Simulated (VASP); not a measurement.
Method: PBEsol GGA, VASP's PBE PAW potentials (set 64) (plane waves; VASP 6.6.1).

Input for VASP

**INCAR**
```
! general
SYSTEM =SrCl2(111) slab
PREC   =Normal
ENCUT  =400
LREAL  =.FALSE.
LASPH  =.TRUE.

! electronic loop
EDIFF  =1E-5
NELM   =100
NELMIN =4
ALGO   =Normal
LMAXMIX=4

! smearing
ISMEAR =0
SIGMA  =0.05

! functional
GGA    =PS

! ions
IBRION =2
NSW    =50
ISIF   =2
EDIFFG =-0.03

! output
LWAVE  =.TRUE.
LCHARG =.FALSE.

! other
LDIPOL =.TRUE.
IDIPOL =3
DIPOL  =0.5 0.5 0.5
```

KPOINTS:
```
Automatic mesh
0
Gamma
5 5 1
0 0 0
```

POSCAR:
```
SrCl2(111) slab
1
    4.8926820844     0.0000000000     0.0000000000
   -2.4463415379     4.2371876588    -0.0000000000
   -0.0000000000    -0.0000000000    26.8541269517
Cl Sr
6 3
Direct
  0.6666670000   0.3333330000   0.3140480000
  0.3333330000   0.6666670000   0.4628100000
  0.0000000000   0.0000000000   0.3884290000
  0.0000000000   0.0000000000   0.6115710000
  0.6666670000   0.3333330000   0.5371900000
  0.3333330000   0.6666670000   0.6859520000
  0.3333330000   0.6666670000   0.3512390000
  0.0000000000   0.0000000000   0.5000000000
  0.6666670000   0.3333330000   0.6487610000
```

POTCAR, in this order: Cl Sr_sv (PBE.64 set). Program: vasp_std.

What VASP printed:

File OUTCAR:
```
 ion  position               nearest neighbor table
   1  0.667  0.333  0.314-   7 3.00   7 3.00   7 3.00
   2  0.333  0.667  0.463-   8 3.00   8 3.00   7 3.00   8 3.00
   3  0.000  0.000  0.388-   7 3.00   7 3.00   8 3.00   7 3.00
   4  0.000  0.000  0.612-   9 3.00   9 3.00   8 3.00   9 3.00
   5  0.667  0.333  0.537-   8 3.00   8 3.00   9 3.00   8 3.00
   6  0.333  0.667  0.686-   9 3.00   9 3.00   9 3.00
   7  0.333  0.667  0.351-   3 3.00   3 3.00   2 3.00   3 3.00   1 3.00   1 3.00   1 3.00   8 4.89
                             8 4.89   8 4.89
   8  0.000  0.000  0.500-   2 3.00   5 3.00   5 3.00   2 3.00   3 3.00   4 3.00   5 3.00   2 3.00
                             7 4.89   9 4.89   9 4.89   7 4.89   7 4.89   9 4.89
   9  0.667  0.333  0.649-   4 3.00   4 3.00   5 3.00   4 3.00   6 3.00   6 3.00   6 3.00   8 4.89
                             8 4.89   8 4.89
  LATTYP: Found a hexagonal cell.
 ALAT       =     4.8926820844
 C/A-ratio  =     5.4886310797
 Subroutine PRICEL returns:
 Original cell was already a primitive cell.
 Subroutine GETGRP returns: Found 12 space group operations
The static configuration has the point symmetry D_3d.
The dynamic configuration has the point symmetry D_3d.
 Subroutine INISYM returns: Found 12 space group operations
 Subroutine IBZKPT returns following result:
 Found      5 irreducible k-points:

 Following reciprocal coordinates:
            Coordinates               Weight
  0.000000  0.000000  0.000000      1.000000
  0.200000  0.000000  0.000000      6.000000
  0.400000  0.000000  0.000000      6.000000
  0.200000  0.200000  0.000000      6.000000
  0.400000  0.200000  0.000000      6.000000
   k-points           NKPTS =      5   k-points in BZ     NKDIM =      5   number of bands    NBANDS=     43
   number of dos      NEDOS =    301   number of ions     NIONS =      9
   total plane-waves  NPLWV =  80640
   dimension x,y,z NGX =    24 NGY =   24 NGZ =  140
   dimension x,y,z NGXF=    48 NGYF=   48 NGZF=  280
   ions per type =               6   3
   PREC   = normal    normal or accurate (medium, high low for compatibility)
   ISTART =      0    job   : 0-new  1-cont  2-samecut
   ICHARG =      2    charge: 1-file 2-atom 10-const
   ISPIN  =      1    spin polarized calculation?
   LNONCOLLINEAR =      F non collinear calculations
   LSORBIT =      F    spin-orbit coupling
   INIWAV =      1    electr: 0-lowe 1-rand  2-diag
   ENCUT  =  400.0 eV  29.40 Ry    5.42 a.u.   7.98  7.98 43.79*2*pi/ulx,y,z
   NELM   =    100;   NELMIN=  4; NELMDL= -5     # of ELM steps
   EDIFF  = 0.1E-04   stopping-criterion for ELM
   LREAL  =      F    real-space projection
   NLSPLINE    = F    spline interpolate recip. space projectors
   LMAXMIX     =    4 max onsite mixed and CHGCAR
   VOSKOWN=      0    Vosko Wilk Nusair interpolation
   EDIFFG = -.3E-01   stopping-criterion for IOM
   NSW    =     50    number of steps for IOM
   NBLOCK =      1;   KBLOCK =     50    inner block; outer block
   IBRION =      2    ionic relax: 0-MD 1-quasi-New 2-CG
   NFREE  =      1    steps in history (QN), initial steepest desc. (CG)
   ISIF   =      2    stress and relaxation
   ISYM   =      2    0-nonsym 1-usesym 2-fastsym
   TEIN   =    0.0    initial temperature
   TEBEG  =    0.0;   TEEND  =   0.0 temperature during run
   SMASS  =  -3.00    Nose mass-parameter (am)
   PSTRESS=    0.0 pullay stress
   NELECT =      72.0000    total number of electrons
   EFERMI =   0.00;   METHOD = LEGACY
   ISMEAR =     0;   SIGMA  =   0.05  broadening in eV -4-tet -1-fermi 0-gaus
   IALGO  =     38    algorithm
   LDIAG  =      T    sub-space diagonalisation (order eigenvalues)
   IMIX   =      4    mixing-type and parameters
     AMIX     =   0.40;   BMIX     =  1.00
     AMIX_MAG =   1.60;   BMIX_MAG =  1.00
     AMIN     =   0.10
   GGA     = PS    functional components
   VOSKOWN =     0    Vosko Wilk Nusair interpolation
   LHFCALC =     F    Hartree Fock is set to
...
```

**OSZICAR**
```
       N       E                     dE             d eps       ncg     rms          rms(c)
DAV:   1     0.580335247666E+03    0.58034E+03   -0.26757E+04   486   0.109E+03
DAV:   2     0.409963206408E+02   -0.53934E+03   -0.53314E+03   595   0.275E+02
DAV:   3    -0.373338818005E+02   -0.78330E+02   -0.78153E+02   537   0.988E+01
DAV:   4    -0.403085085963E+02   -0.29746E+01   -0.29705E+01   628   0.223E+01
DAV:   5    -0.404510138271E+02   -0.14251E+00   -0.14248E+00   748   0.352E+00    0.247E+01
DAV:   6    -0.395040833272E+02    0.94693E+00   -0.21742E+00   540   0.547E+00    0.157E+01
DAV:   7    -0.394807601802E+02    0.23323E-01   -0.19681E+00   580   0.543E+00    0.186E+00
DAV:   8    -0.394573115500E+02    0.23449E-01   -0.39605E-01   532   0.226E+00    0.655E-01
DAV:   9    -0.394622491151E+02   -0.49376E-02   -0.21593E-02   620   0.545E-01    0.278E-01
DAV:  10    -0.394650026226E+02   -0.27535E-02   -0.38106E-03   612   0.247E-01    0.135E-01
DAV:  11    -0.394662041704E+02   -0.12015E-02   -0.18631E-03   540   0.177E-01    0.795E-02
DAV:  12    -0.394668124975E+02   -0.60833E-03   -0.14231E-03   548   0.153E-01    0.348E-02
DAV:  13    -0.394674216514E+02   -0.60915E-03   -0.47087E-04   532   0.870E-02    0.271E-02
DAV:  14    -0.394676807801E+02   -0.25913E-03   -0.50124E-05   500   0.279E-02    0.208E-02
DAV:  15    -0.394679149588E+02   -0.23418E-03   -0.28611E-05   388   0.211E-02    0.114E-02
DAV:  16    -0.394682564043E+02   -0.34145E-03   -0.44810E-05   436   0.212E-02    0.135E-02
DAV:  17    -0.394683329527E+02   -0.76548E-04   -0.85767E-06   380   0.143E-02    0.532E-03
DAV:  18    -0.394683959002E+02   -0.62948E-04   -0.69122E-06   364   0.999E-03    0.823E-03
DAV:  19    -0.394684137436E+02   -0.17843E-04   -0.37028E-06   372   0.750E-03    0.435E-03
DAV:  20    -0.394684368282E+02   -0.23085E-04   -0.75420E-06   372   0.122E-02    0.782E-03
DAV:  21    -0.394684459291E+02   -0.91009E-05   -0.50370E-06   364   0.114E-02
   1 F= -.39468446E+02 E0= -.39468446E+02  d E =-.394684E+02
       N       E                     dE             d eps       ncg     rms          rms(c)
DAV:   1    -0.394734936007E+02   -0.50568E-02   -0.75709E-01   430   0.358E+00    0.393E-01
DAV:   2    -0.394754448251E+02   -0.19512E-02   -0.29183E-02   540   0.776E-01    0.204E-01
DAV:   3    -0.394753520572E+02    0.92768E-04   -0.14466E-03   692   0.134E-01    0.124E-01
DAV:   4    -0.394752311026E+02    0.12095E-03   -0.20296E-04   524   0.792E-02    0.447E-02
DAV:   5    -0.394752104527E+02    0.20650E-04   -0.99376E-05   548   0.534E-02    0.182E-02
DAV:   6    -0.394752202813E+02   -0.98287E-05   -0.31444E-05   444   0.238E-02
   2 F= -.39475220E+02 E0= -.39475220E+02  d E =-.677435E-02
       N       E                     dE             d eps       ncg     rms          rms(c)
DAV:   1    -0.394686446445E+02    0.65658E-02   -0.56317E+00   430   0.979E+00    0.107E+00
DAV:   2    -0.394831564796E+02   -0.14512E-01   -0.21770E-01   531   0.213E+00    0.566E-01
DAV:   3    -0.394824080260E+02    0.74845E-03   -0.10545E-02   692   0.369E-01    0.343E-01
DAV:   4    -0.394815458127E+02    0.86221E-03   -0.15825E-03   556   0.230E-01    0.122E-01
DAV:   5    -0.394814261887E+02    0.11962E-03   -0.79038E-04   620   0.155E-01    0.491E-02
DAV:   6    -0.394814762521E+02   -0.50063E-04   -0.23064E-04   572   0.641E-02    0.353E-02
DAV:   7    -0.394815036134E+02   -0.27361E-04   -0.59981E-05   460   0.362E-02    0.232E-02
DAV:   8    -0.394816242828E+02   -0.12067E-03   -0.87286E-05   468   0.561E-02    0.212E-02
DAV:   9    -0.394816416708E+02   -0.17388E-04   -0.31530E-05   428   0.201E-02    0.134E-02
DAV:  10    -0.394816986902E+02   -0.57019E-04   -0.73945E-06   364   0.157E-02    0.876E-03
DAV:  11    -0.394817649916E+02   -0.66301E-04   -0.21014E-05   390   0.171E-02    0.957E-03
DAV:  12    -0.394817687204E+02   -0.37288E-05   -0.23933E-06   380   0.656E-03
   3 F= -.39481769E+02 E0= -.39481769E+02  d E =-.133228E-01
       N       E                     dE             d eps       ncg     rms          rms(c)
DAV:   1    -0.394817220855E+02    0.42906E-04   -0.10295E-01   430   0.134E+00    0.147E-01
DAV:   2    -0.394820001085E+02   -0.27802E-03   -0.39254E-03   540   0.287E-01    0.770E-02
DAV:   3    -0.394819995444E+02    0.56405E-06   -0.17823E-04   652   0.508E-02    0.470E-02
DAV:   4    -0.394820000330E+02   -0.48862E-06   -0.28083E-05   428   0.313E-02
   4 F= -.39482000E+02 E0= -.39482000E+02  d E =-.135541E-01
       N       E                     dE             d eps       ncg     rms          rms(c)
DAV:   1    -0.394824007655E+02   -0.40122E-03   -0.25680E-01   430   0.162E+00    0.268E-01
DAV:   2    -0.394834387568E+02   -0.10380E-02   -0.11587E-02   460   0.408E-01    0.149E-01
DAV:   3    -0.394833835527E+02    0.55204E-04   -0.21777E-04   564   0.713E-02    0.908E-02
DAV:   4    -0.394833322823E+02    0.51270E-04   -0.21466E-04   500   0.750E-02    0.405E-02
DAV:   5    -0.394833361492E+02   -0.38669E-05   -0.56596E-05   524   0.334E-02
   5 F= -.39483336E+02 E0= -.39483336E+02  d E =-.133612E-02
       N       E                     dE             d eps       ncg     rms          rms(c)
DAV:   1    -0.394779215067E+02    0.54108E-02   -0.18967E+00   430   0.439E+00    0.730E-01
DAV:   2    -0.394855662107E+02   -0.76447E-02   -0.85872E-02   460   0.111E+00    0.411E-01
DAV:   3    -0.394851607984E+02    0.40541E-03   -0.16215E-03   649   0.192E-01    0.250E-01
DAV:   4    -0.394847702278E+02    0.39057E-03   -0.15856E-03   540   0.195E-01    0.111E-01
DAV:   5    -0.394847959371E+02   -0.25709E-04   -0.40705E-04   540   0.867E-02    0.339E-02
DAV:   6    -0.394847912670E+02    0.46701E-05   -0.13647E-05   396   0.194E-02
   6 F= -.39484791E+02 E0= -.39484791E+02  d E =-.279123E-02
```

### OUTCAR
```
------------------------ aborting loop because EDIFF is reached ----------------------------------------
  FORCE on cell =-STRESS in cart. coord.  units (eV):
  Direction    XX          YY          ZZ          XY          YZ          ZX
  --------------------------------------------------------------------------------------
  Total       -2.6595817     -2.6595826      0.0602922      0.0000003      0.0000000      0.0000000
  in kB       -7.6539952     -7.6539976      0.1735147      0.0000009      0.0000000      0.0000000
  external PRESSURE =      -5.0448260 kB  Pullay stress =       0.0000000 kB
  volume of cell :      556.72
      direct lattice vectors                 reciprocal lattice vectors
     4.892682084  0.000000000  0.000000000     0.204386875  0.118002822  0.000000000
    -2.446341538  4.237187659  0.000000000     0.000000000  0.236005596  0.000000000
     0.000000000  0.000000000 26.854126952     0.000000000  0.000000000  0.037238224
 POSITION                                       TOTAL-FORCE (eV/Angst)
 -----------------------------------------------------------------------------------
      2.44634      1.41239      8.38661        -0.000000     -0.000000     -0.007462
     -0.00000      2.82479     12.43159         0.000000      0.000000      0.004547
     -2.44634      4.23719     10.45217        -0.000000     -0.000000     -0.008732
     -0.00000      0.00000     16.40196         0.000000      0.000000      0.008732
      2.44634      1.41239     14.42254         0.000000      0.000000     -0.004547
     -0.00000      2.82479     18.46751        -0.000000      0.000000      0.007462
     -0.00000      2.82479      9.46918         0.000000     -0.000000     -0.007183
      0.00000      0.00000     13.42706         0.000000      0.000000      0.000000
      2.44634      1.41239     17.38495        -0.000000      0.000000      0.007183
 -----------------------------------------------------------------------------------
    total drift:                                0.000000     -0.000000      0.000000
  FREE ENERGIE OF THE ION-ELECTRON SYSTEM (eV)
  ---------------------------------------------------
  free  energy   TOTEN  =       -39.4847912670 eV

  energy  without entropy=      -39.4847912670  energy(sigma->0) =      -39.48479127

 reached required accuracy - stopping structural energy minimisation
```
(Selected blocks of OUTCAR.)

### CONTCAR
```
SrCl2(111) slab
   1.00000000000000
     4.8926820843999996    0.0000000000000000    0.0000000000000000
    -2.4463415379000000    4.2371876587999999    0.0000000000000000
     0.0000000000000000    0.0000000000000000   26.8541269516999996
  Cl              Sr
     6     3
Direct
     0.6666669999999968    0.3333330000000032    0.3123025443519380
     0.3333330000000032    0.6666669999999968    0.4629303203957363
     0.0000000000000000    1.0000000000000000    0.3892201685507350
     0.0000000000000000    0.0000000000000000    0.6107798314492650
     0.6666669999999968    0.3333330000000032    0.5370696796042638
     0.3333330000000032    0.6666669999999968    0.6876974556480620
     0.3333330000000032    0.6666669999999968    0.3526154864816518
     0.0000000000000000    0.0000000000000000    0.5000000000000000
     0.6666669999999968    0.3333330000000032    0.6473845135183481
```

The cell is a thin slab with vacuum, built from SrCl2 (fluorite): (111) face.
